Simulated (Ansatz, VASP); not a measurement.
# NaF (Villiaumite): VASP beside Ansatz

Wanted: the spread between two codes on one cell, functional and k mesh. The cell is taken from a series of VASP runs on this material, whose earlier steps may have relaxed, scaled or displaced it; both programs get it as it stands. Valence electrons are named where the data sets of a main pair hold unlike numbers.

Method: plane waves, with VASP 6.6.1 beside it; relaxation of cell and atoms at PBEsol with D3(BJ), in Ansatz 0.2.0.

## 1. The structure

The structure is cubic, space group Fm-3m (No. 225). The conventional cell has a = 4.565 Å, b = 4.565 Å, c = 4.565 Å, α = 90.00°, β = 90.00°, γ = 90.00°. Na has 6 F at 2.28 Å nearest. Nearest to F lie 6 Na at 2.28 Å. Farther neighbours and most contacts between anions are not listed.

## 2. VASP: relaxation of cell and atoms, PBEsol with D3(BJ)

The relaxed volume is the usual yardstick between codes: in a stiff, nearly cubic crystal its relative difference is about their pressure difference at one cell divided by the bulk modulus.

Lines of VASP's logs that name or quote its potential files are left out, and so is its time.

File INCAR:

```
SYSTEM = NaF
PREC = Accurate
ENCUT = 520
EDIFF = 1E-06
NELM = 100
ISMEAR = 0
SIGMA = 0.03
LREAL = .FALSE.
ALGO = Normal
GGA = PS
IVDW = 12
NBANDS = 13
LORBIT = 11
LWAVE = .FALSE.
LCHARG = .FALSE.
KPAR = 4
IBRION = 2
NSW = 50
ISIF = 3
EDIFFG = -0.006
```

File POSCAR:

```
NaF
1.0
    0.0000000000      2.2824103203      2.2824103203
    2.2824103203      0.0000000000      2.2824103203
    2.2824103203      2.2824103203      0.0000000000
Na F
1 1
Direct
    0.0000000000      0.0000000000      0.0000000000
    0.5000000000      0.5000000000      0.5000000000
```

File KPOINTS:

```
Automatic mesh
0
Gamma
8 8 8
0 0 0
```

The projector-augmented-wave data sets are Na_pv and F (PBE family, release 64).

Started as:

```bash
$ mpirun -np 4 vasp_std
```

Numbers of over 12 decimals in the logs are rounded to 6 here.

The log of the run:

```text
[banner, memory and clock lines left out]
running    4 mpi-ranks, on    1 nodes
 distrk:  each k-point on    1 cores,    4 groups
 distr:  one band on    1 cores,    1 groups

 POSCAR found type information on POSCAR NaF
 POSCAR found :  2 types and       2 ions
|                                                                             |
|               ----> ADVICE to this user running VASP <----                  |
|                                                                             |
|     You enforced a specific xc type in the INCAR file but a different       |
|     [... a line on the potential file left out ...]
|     I HOPE YOU KNOW WHAT YOU ARE DOING!                                     |
|                                                                             |

 LDA part: xc-table for (Slater+PW92), standard interpolation
 POSCAR, INCAR and KPOINTS ok, starting setup
 FFT: planning ... GRIDC
 FFT: planning ... GRID_SOFT
 FFT: planning ... GRID
 WAVECAR not read
 entering main loop
       N       E                     dE             d eps       ncg     rms          rms(c)
DAV:   1     0.106671262341E+03    0.10667E+03   -0.79980E+03   764   0.132E+03
DAV:   2    -0.417224543137E+01   -0.11084E+03   -0.10350E+03   799   0.358E+02
DAV:   3    -0.948170173846E+01   -0.53095E+01   -0.52995E+01   934   0.730E+01
DAV:   4    -0.952451453972E+01   -0.42813E-01   -0.42811E-01   814   0.689E+00
DAV:   5    -0.952496626894E+01   -0.45173E-03   -0.45173E-03   919   0.697E-01    0.491E+00
DAV:   6    -0.877501532040E+01    0.74995E+00   -0.27011E+00   897   0.160E+01    0.177E+00
DAV:   7    -0.876102371312E+01    0.13992E-01   -0.27466E-02   774   0.221E+00    0.102E+00
DAV:   8    -0.875957660952E+01    0.14471E-02   -0.23710E-02   769   0.347E+00    0.138E-01
DAV:   9    -0.876006962718E+01   -0.49302E-03   -0.40383E-03   874   0.645E-01    0.108E-01
DAV:  10    -0.875994851471E+01    0.12111E-03   -0.77064E-04   794   0.362E-01    0.803E-03
DAV:  11    -0.875995215257E+01   -0.36379E-05   -0.30049E-05   849   0.129E-01    0.600E-03
DAV:  12    -0.875995226936E+01   -0.11679E-06   -0.40191E-06   834   0.309E-02
   1 F= -.90996331E+01 E0= -.90996331E+01  d E =-.909963E+01
 curvature:   0.00 expect dE= 0.000E+00 dE for cont linesearch  0.000E+00
 trial: gam= 0.00000 g(F)=  0.952E-60 g(S)=  0.437E-04 ort = 0.000E+00 (trialstep = 0.100E+01)
 search vector abs. value=  0.437E-04
 bond charge predicted
       N       E                     dE             d eps       ncg     rms          rms(c)
DAV:   1    -0.875974319766E+01    0.20895E-03   -0.70630E-03   929   0.129E+00    0.158E-01
DAV:   2    -0.875937902328E+01    0.36417E-03   -0.12393E-03   904   0.355E-01    0.433E-02
DAV:   3    -0.875935353234E+01    0.25491E-04   -0.51219E-05   869   0.158E-01    0.220E-02
DAV:   4    -0.875934380603E+01    0.97263E-05   -0.72599E-06   882   0.940E-02    0.367E-03
DAV:   5    -0.875934344513E+01    0.36090E-06   -0.11417E-06   498   0.167E-02
   2 F= -.90996483E+01 E0= -.90996483E+01  d E =-.151746E-04
 trial-energy change:   -0.000015  1 .order   -0.000013   -0.000044    0.000017
 step:   0.7175(harm=  0.7175)  dis= 0.00000  next Energy=    -9.099649 (dE=-0.157E-04)
 reached required accuracy - stopping structural energy minimisation
```

OUTCAR, selected parts (step 2):

```text
ion  position               nearest neighbor table
   1  0.000  0.000  0.000-   2 2.28   2 2.28   2 2.28   2 2.28   2 2.28   2 2.28
   2  0.500  0.500  0.500-   1 2.28   1 2.28   1 2.28   1 2.28   1 2.28   1 2.28

  LATTYP: Found a face centered cubic cell.
 ALAT       =     4.5648206406

 Subroutine GETGRP returns: Found 48 space group operations
 (whereof 48 operations were pure point group operations)

The static configuration has the point symmetry O_h .

 Found     29 irreducible k-points:

   k-points           NKPTS =     29   k-points in BZ     NKDIM =     29   number of bands    NBANDS=     13

   dimension x,y,z NGX =    24 NGY =   24 NGZ =   24
   dimension x,y,z NGXF=    48 NGYF=   48 NGZF=   48

   ENCUT  =  520.0 eV  38.22 Ry    6.18 a.u.   6.00  6.00  6.00*2*pi/ulx,y,z

   NELECT =      14.0000    total number of electrons

 k-points in reciprocal lattice and weights: Automatic mesh
   0.00000000  0.00000000  0.00000000       0.002
   0.12500000  0.00000000  0.00000000       0.016
   0.25000000  0.00000000  0.00000000       0.016
   0.37500000  0.00000000  0.00000000       0.016
   0.50000000  0.00000000  0.00000000       0.008
   0.12500000  0.12500000  0.00000000       0.012
   0.25000000  0.12500000  0.00000000       0.047
   0.37500000  0.12500000  0.00000000       0.047
   0.50000000  0.12500000  0.00000000       0.047
[...]
-0.37500000  0.50000000  0.12500000       0.023
  -0.25000000  0.50000000  0.25000000       0.012

 Edisp (eV)   -0.33968

 average (electrostatic) potential at core
       1 -46.3147       2 -77.1350

 E-fermi :  -1.8045

 k-point     1 :       0.0000    0.0000    0.0000
  band No.  band energies     occupation
    ...
      3     -20.6016      2.00000
      4     -20.6016      2.00000
      5      -1.9683      2.00000
      6      -1.9682      2.00000
      7      -1.9682      2.00000
      8       4.4430      0.00000
      9      17.2022      0.00000
     10      17.2022      0.00000
     11      17.2022      0.00000
     12      19.9846      0.00000
    ...

 k-point     2 :       0.1250    0.0000    0.0000
  band No.  band energies     occupation
    ...
      3     -20.6037      2.00000
      4     -20.4233      2.00000
      5      -2.2904      2.00000
      6      -2.0108      2.00000
      7      -2.0108      2.00000
      8       5.0120      0.00000
      9      15.3996      0.00000
     10      17.4613      0.00000
     11      17.4613      0.00000
     12      21.8834      0.00000
    ...

 k-point     3 :       0.2500    0.0000    0.0000
  band No.  band energies     occupation
    ...
      3     -20.6086      2.00000
      4     -20.1436      2.00000
      5      -2.9433      2.00000
      6      -2.1119      2.00000
      7      -2.1119      2.00000
      8       6.3671      0.00000
      9      13.3003      0.00000
     10      18.0470      0.00000
     11      18.0470      0.00000
     12      21.2318      0.00000
    ...

 Edisp (eV)   -0.34030

  Total       0.00967     0.00967     0.00967     0.00000    -0.00000     0.00000
  in kB       0.65297     0.65297     0.65297     0.00000    -0.00000     0.00000
  external pressure =        0.65 kB  Pullay stress =        0.00 kB

  energy-cutoff  :      520.00
  volume of cell :       23.74
      direct lattice vectors                 reciprocal lattice vectors
    -0.000000000  2.281057507  2.281057507    -0.219196578  0.219196578  0.219196578
     2.281057507  0.000000000  2.281057507     0.219196578 -0.219196578  0.219196578
     2.281057507  2.281057507  0.000000000     0.219196578  0.219196578 -0.219196578

 POSITION                                       TOTAL-FORCE (eV/Angst)
 -----------------------------------------------------------------------------------
     -0.00000      2.28106      2.28106         0.000000     -0.000000      0.000000
      2.28106      2.28106      2.28106         0.000000      0.000000     -0.000000
 -----------------------------------------------------------------------------------
    total drift:                               -0.000000     -0.000000      0.000000

  FREE ENERGIE OF THE ION-ELECTRON SYSTEM (eV)
  ---------------------------------------------------
  free  energy   TOTEN  =        -9.0996482670 eV

  energy  without entropy=       -9.0996482670  energy(sigma->0) =       -9.09964827

 reached required accuracy - stopping structural energy minimisation

 total charge
# of ion       s       p       d       tot
------------------------------------------
    1        0.055   6.003   0.000   6.058
    2        1.726   4.377   0.000   6.104
--------------------------------------------------
tot          1.782  10.380   0.000  12.161

[... 3 further parts left out ...]
```

The gap is read on the k-mesh alone, so it is an upper bound where the band edges lie off the mesh. The PAW data sets were made with PBE, which is usual practice but a small mismatch for other functionals. The run keeps the 48 symmetry operations of its start, so it cannot find a distortion of lower symmetry.

## 3. Ansatz: relaxation of cell and atoms, PBEsol with D3(BJ)

Ansatz runs on its default PAW (the set named soft_2) files.

The same cell, functional, mesh and smearing now go to Ansatz, which takes its cutoff from its data sets.

File input.yaml:

```yaml
crystal:
  lattice:
    - [0.0, 2.2824103203, 2.2824103203]
    - [2.2824103203, 0.0, 2.2824103203]
    - [2.2824103203, 2.2824103203, 0.0]
  atoms:
    - { symbol: Na, position: [0.0, 0.0, 0.0] }
    - { symbol: F, position: [0.5, 0.5, 0.5] }
hamiltonian:
  xc: pbesol
  pseudopotentials: { kind: paw }
  dispersion: d3bj
kpoints:
  mp_grid: { grid: [8, 8, 8] }
scf:
  occupations: { method: gaussian, width: 0.03 }
relax:
  f_tol: 0.01
  max_steps: 60
  cell: { stress_tol: 0.05 }
output:
  forces: true
  stress: true
```

Started as:

```bash
$ ansatz run input.yaml --threads 4 --pin off --max-ram 9216MiB --backend cpu --events-out ev --progress --plain --runs-dir out
```

The log of the run:

```text
Engine: ansatz 0.2.0, aarch64-unknown-linux-gnu
Pseudopotentials: kind: paw
Pseudopotential: Na, paw, valence charge 9, recommended cutoff 420 eV (normal), Na.paw.azcp
Pseudopotential: F, paw, valence charge 7, recommended cutoff 420 eV (normal), F.paw.azcp
Functional definition: PBEsol
  exchange = pbesol_x
  correlation = pbesol_c
Crystal: 2 atoms, lattice volume = 23.780 Å³
Basis set: ecut = 420 eV, 459 PW (Γ), exchange–correlation on 48×48×48 points (8 copies of the dense FFT grid, shifted against one another)
Bands: 12, of which v1, the nominal top of the filled ones, is band 8 counted from 1 (7 counted from 0)
Symmetry: 48 space group operations
Space group: Fm-3m (ITA 225), of the structure as read, at distance tolerance 2.9e-5 Å
k-points: 29 of 512
Non-local potential: Na, projectors of the file, l = 0: 3, l = 1: 2, l = 2: 1
Non-local potential: F, projectors of the file, l = 0: 2, l = 1: 2, l = 2: 1
PAW form: soft (Blöchl's): semilocal exchange-correlation on the pseudo side does not see the compensation charge
PAW frozen core: Na, regenerated for the run's functional, and the local potential with it (the file was generated under x = pbe(κ = 0.804, μ = 0.219515), c = pbe(β = 0.066725))
PAW frozen core: F, regenerated for the run's functional, and the local potential with it (the file was generated under x = pbe(κ = 0.804, μ = 0.219515), c = pbe(β = 0.066725))
PAW one-centre angular grid: Na, 110 points (default); XC on 64 Gauss nodes
PAW one-centre angular grid: F, 110 points (default); XC on 64 Gauss nodes
Initial density: superposition of atomic densities (neutral atoms: chi_scale 0, normalization atom), corrected by the library's trained network
Initial wavefunctions: pseudopotential atomic-orbital guess
Functional: x = pbesol(κ = 0.804, μ = 0.123457), c = pbesol(β = 0.046)
SCF iter   1: F=—  HF=-2279.262905 eV  |F-HF|=—  |Δ(HF+E_count)|=         —  Δρ=1.20e-2  dr2=2.07e-2  ethr=1.77e-3  ⟨swp⟩=5.6  Hψ=1935  notcnv=0
preconditioner: auto → none  [insulator: Δε(μ)=6.261 eV  Ē_g=26.451 eV  σ=0.030 eV  W_gap=1.00  n_scr=8 (ndim 8)  ℏωp=28.5 eV  f_vac=0.106  D(μ)=0.00/eV (n_scr^D=0)  ε∞_Penn≈2.2]
SCF iter   2: F=—  HF=-2279.256259 eV  |F-HF|=—  |Δ(HF+E_count)|=   6.65e-3  Δρ=4.96e-3  dr2=3.15e-3  ethr=1.29e-4  ⟨swp⟩=2.0  Hψ=799  notcnv=0
SCF iter   3: F=—  HF=-2279.255277 eV  |F-HF|=—  |Δ(HF+E_count)|=   9.82e-4  Δρ=4.95e-4  dr2=4.06e-5  ethr=1.97e-5  ⟨swp⟩=2.0  Hψ=541  notcnv=0
SCF iter   4: F=—  HF=-2279.255274 eV  |F-HF|=—  |Δ(HF+E_count)|=   2.68e-6  Δρ=1.30e-4  dr2=9.49e-7  ethr=2.54e-7  ⟨swp⟩=2.0  Hψ=580  notcnv=0
SCF iter   5: F=—  HF=-2279.255278 eV  |F-HF|=—  |Δ(HF+E_count)|=   3.12e-6  Δρ=5.19e-5  dr2=4.52e-7  ethr=5.93e-9  ⟨swp⟩=2.0  Hψ=551  notcnv=0
SCF iter   6: F=-2279.255277 eV  HF=-2279.255277 eV  |F-HF|=3.79e-9  |Δ(HF+E_count)|=   9.28e-8  Δρ=6.27e-6  dr2=6.25e-9  ethr=6.25e-10  ⟨swp⟩=2.5  Hψ=1148  notcnv=0
SCF 1 converged in 6 iterations: F = -2279.255277 eV  dr2 = 6.25e-9
  greatest PAW one-centre occupation: 0.999 electrons in one spin orbital (limit 2), on the Na atom at site 0 (counted from 0), in its partial waves of l = 0
relax step   1: F+E_penalty+E_count = -2279.25527747 eV  Δ(F+E_penalty+E_count) = +0.000e0 eV  max|allowed force component| = 2.033e-29 eV/Å  Δτ_max = 0.0000 Å  P = -0.122 GPa  Ω = 23.780 Å³  (6 SCF iters, dr2 threshold 1.00e-7 eV, accepted)
[...]
relax step   2: F+E_penalty+E_count = -2279.25534663 eV  Δ(F+E_penalty+E_count) = -6.916e-5 eV  max|allowed force component| = 7.921e-30 eV/Å  Δτ_max = 0.0000 Å  P = -0.077 GPa  Ω = 23.762 Å³  energy of the carried Pulay correction = +5.814e-5 eV  (3 SCF iters, dr2 threshold 3.73e-8 eV, accepted)
[...]
relax step   3: F+E_penalty+E_count = -2279.25545208 eV  Δ(F+E_penalty+E_count) = -1.055e-4 eV  max|allowed force component| = 1.392e-29 eV/Å  Δτ_max = 0.0000 Å  P = -0.001 GPa  Ω = 23.732 Å³  energy of the carried Pulay correction = +1.563e-4 eV  (5 SCF iters, dr2 threshold 1.47e-8 eV, accepted)
[...]
relax step   4: F+E_penalty+E_count = -2279.25526049 eV  Δ(F+E_penalty+E_count) = +1.916e-4 eV  max|allowed force component| = 1.067e-29 eV/Å  Δτ_max = 0.0000 Å  P = -0.015 GPa  Ω = 23.732 Å³  stress off target by 1.46e-2 GPa  SCF on the basis re-selected at this cell (its energy is not comparable with the rows above)  (6 SCF iters)
basis re-selected at this cell: Δ(F+E_penalty+E_count) = +1.916e-4 eV, ΔP = -0.014 GPa vs the last step (what re-selecting the basis moved, of the pressure what is left beyond the Pulay correction that the steps carried, after the strain that the cell walked since its last selection, with what the two solves' SCF thresholds leave and, on support functions, any second-order correction that the steps lacked; it is no m [...]
SCF converged after 6 iterations
Free energy (F): -2279.255260 eV
Harris-Foulkes:  -2279.255260 eV  (|F-HF|=4.55e-13)
Internal energy: -2279.255260 eV  (E = F + TS)
E sigma→0 (E₀):  -2279.255260 eV
Fermi energy:    4.502785 eV
--- Per-component energies (eV) ---
  E_band       = -226.677430
  E_kinetic    = 328.972731
  E_local      = -1662.049034  (includes V_loc(G=0)·N_el)
  E_nonlocal   = 189.955609
  E_hartree    = 586.854938
  E_xc         = -118.254193
  E_vxc        = -152.680377  (∫ρ·V_xc dr)
  E_paw        = -447.071540  (= ΣΔE_a)
  E_vpaw       = -104.588237  (= ΣTr[D̂ρ^β])
  E_aug_tail   = 0.002002  (compensation charges beyond the density's cutoff)
  E_ewald      = -1157.422426
  E_disp       = -0.340483  (pairwise vdW)
  E_core_change = 0.097136  (= ΣΔE_core)
  E_smearing   = -0.000000  (= −TS)
  E_closure    = 0.000000  (closes the sum)
  Σ components = -2279.255260   (vs F -2279.255260, Δ=0.00e0)
--- Forces (eV/Å), atoms counted from 1 ---
  atom   1  Na    -0.00000000    -0.00000000     0.00000000
  atom   2  F      0.00000000     0.00000000    -0.00000000
  max |Σ_I F_I| component: 2.07e-29 eV/Å
--- Stress (GPa, compression-positive) ---
       -0.014562      -0.000000      -0.000000
       -0.000000      -0.014562      -0.000000
       -0.000000      -0.000000      -0.014562
  P = ⅓ Tr σ = -0.0146 GPa (-0.146 kbar)
--- Relaxed structure (3 steps of the walk, 3 accepted, 1 SCFs on fresh bases) ---
  F+E_penalty+E_count = -2279.25526049 eV   max|allowed force component| = 1.067e-29 eV/Å   (the final SCF, on the basis selected at the relaxed cell)
  cell:  # Å, volume = 23.7325 Å³
    - [0, 2.280890, 2.280890]
    - [2.280890, 0, 2.280890]
    - [2.280890, 2.280890, 0]
  atoms:
    - { symbol: Na, position: [0, 0, 0] }
    - { symbol: F, position: [0.5, 0.5, 0.5] }
```

Elapsed: 0.86 s, on 4 threads of Arm Neoverse V2, shared host; peak memory 0.42 GiB.

## 4. Differences

Known differences besides the potentials themselves: both relaxations stop at a tolerance, which leaves soft axes loose, and VASP keeps its plane-wave basis; the data sets hold 16 valence electrons in Ansatz (on its default PAW (the set named soft_2) files) and 14 in VASP; the cutoff is 420 eV in Ansatz and 520 eV in VASP; Ansatz makes its cores anew for this functional, VASP keeps those of its PBE data sets; VASP leaves aspherical gradient terms in its spheres out (LASPH is not set), Ansatz keeps them; Ansatz adds a Pulay correction to the stress that steers its cell, VASP none. Total energies have different zeros and are not compared.

The two programs side by side:

| quantity | Ansatz | VASP | difference |
| --- | --- | --- | --- |
| volume (Å³) | 23.73 | 23.74 | -0.02 % |
| edge a after relaxation, in the typed setting (Å) | 3.226 | 3.226 | -0.01 % |

The walks stopped with -0.01 GPa left in Ansatz and 0.07 GPa in VASP; each walk ends within a tolerance, so the volume difference is uncertain by about these residues over the bulk modulus, most in soft cells.

## 5. Outcome

```yaml
difference_in_volume_relaxation_of_cell_and_atoms_pbesol_with_d3_bj: -0.022 %
```

In words: The difference in volume is -0.022 % (relaxation of cell and atoms, PBEsol with D3(BJ)), within the 1.2 % picked in this series as the mark of a large difference, as far as the stopping tolerances let one tell. The data sets hold unlike numbers of valence electrons (16 in Ansatz and 14 in VASP), so part of the differences comes from the potentials. How closely two codes agree says nothing of how well the functional describes the real material.

[Lines on the potential files, build, host, timing and source positions are cut from VASP's logs without a mark.]

[Logs are printed without paths, hosts, clocks, repeated set-up lines and the standing remarks that a program may print on its own settings, such as how far it seeks lower states.]

[Hosts, paths, dates, database ids (printed as entryN), source tags and the programs' standing remarks are cut or masked in the printed files.]
